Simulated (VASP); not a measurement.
Be4TeSe3:

```
CELL_PARAMETERS angstrom
3.47087 -4.92874 0.00000
3.47087 4.92874 0.00000
0.00000 0.00000 3.50921
ATOMIC_POSITIONS crystal
Be 0.24944 0.75056 0.00000
Be 0.74853 0.74853 0.50000
Be 0.25147 0.25147 0.50000
Be 0.75056 0.24944 0.00000
Te 0.50000 0.50000 0.00000
Se 0.00000 0.50000 0.50000
Se 0.50000 0.00000 0.50000
Se 0.00000 0.00000 0.00000
```

The cell was built by a generator and needn't be a form met in nature.

- Program: VASP 6.6.1
- Task: relaxation of cell and atoms
- Functional: PBE
- Potentials or basis: VASP PAW PBE potentials, release 64 (Be, Te, Se)
- Cutoff: 520 eV
- k mesh: 3 × 3 × 4
- Occupations: gaussian, width 0.15 eV
- Spin: no spin polarisation

At the start: pressure 6.8 GPa; volume 15.01 Å³/atom.

Q: How do energy, volume and symmetry change on relaxing?

A: Over 6 steps the energy falls by 37.0 meV/atom and the volume is 16.02 Å³/atom (+6.8 %); space group Cmmm (No. 65, to 0.05 Å).

The path:
| step | energy change (eV) | largest force (eV/Å) | pressure (GPa) | volume (Å³) |
| --- | --- | --- | --- | --- |
| 1 | 0.0000 | 0.9264 | 6.83 | 120.06 |
| 2 | -0.2506 | 0.3751 | -1.30 | 131.53 |
| 3 | -0.2543 | 0.4171 | -1.03 | 130.43 |
| 4 | -0.2545 | 0.4318 | -0.76 | 130.07 |
| 5 | -0.2821 | 0.2665 | -0.36 | 129.31 |
| 6 | -0.2960 | 0.0328 | 0.27 | 128.20 |

Final structure:
```xyz
8
Lattice="3.5846 -4.9799 0.0000 3.5846 4.9799 0.0000 0.0000 0.0000 3.5908" Properties=species:S:1:pos:R:3 pbc="T T T"
Be    3.5846    2.5585    0.0000
Be    5.4636    0.0000    1.7954
Be    1.7055    0.0000    1.7954
Be    3.5846   -2.5585    0.0000
Te    3.5846    0.0000    0.0000
Se    1.7923    2.4899    1.7954
Se    1.7923   -2.4899    1.7954
Se    0.0000    0.0000    0.0000
```

Caveat: the k mesh is coarse (spacing up to 0.45 Å⁻¹), so the values aren't converged.
